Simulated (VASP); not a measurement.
**TaN: single point with LDA**

TaN:

```xyz
2
Lattice="0.0000 2.1790 2.0701 2.1790 0.0000 2.0701 2.1790 2.1790 0.0000" Properties=species:S:1:pos:R:3 pbc="T T T"
Ta    2.1790    2.1790    2.0701
N     0.0000    0.0000    0.0000
```

The cell isn't the ideal one: strain +0.000 along x and y, -0.050 along z, atoms carried along.

```
Program             : VASP 6.6.1
Task                : single point
Functional          : LDA
Potentials or basis : VASP PAW LDA potentials, release 64 (Ta_pv, N)
Cutoff              : 520 eV
k mesh              : 18 × 18 × 18
Occupations         : gaussian, width 0.15 eV
Spin                : no spin polarisation
```

```json
{
 "Pressure": "23.7 GPa",
 "Band gap on the k mesh": "none (metal or under the smearing width)"
}
```

Stress tensor (GPa, compression positive):
```
 7.74  0.00  0.00
 0.00  7.74  0.00
 0.00  0.00 55.65
```

Levels at points of the mesh, in eV from the Fermi level:
| k point | band 5 | band 6 | band 7 | band 8 | band 9 | band 10 | band 11 | band 12 |
| --- | --- | --- | --- | --- | --- | --- | --- | --- |
| (0.00, 0.00, 0.00) | -4.10 | -4.10 | -3.76 | -2.56 | -2.56 | -1.90 | -0.38 | -0.06 |
| (0.50, 0.00, 0.00) | -10.99 | -8.20 | -8.17 | 1.86 | 2.39 | 2.41 | 4.19 | 7.69 |
| (0.50, 0.50, 0.00) | -6.20 | -6.10 | -4.92 | -4.92 | 2.38 | 3.99 | 3.99 | 5.61 |
| (0.50, 0.00, 0.50) | -6.86 | -5.98 | -4.80 | -4.45 | 2.13 | 3.63 | 4.32 | 5.60 |

Wall time 110 s on 1 thread of Intel(R) Xeon(R) Platinum 8259CL CPU @ 2.50GHz (Skylake/Cascade Lake), on a shared host, peak memory 0.25 GiB.

Caveat: so large a pressure means that the cell lies far from this level's equilibrium, or that cutoff or potentials fall short. Spin-orbit coupling is left out, which matters for the levels of Ta.
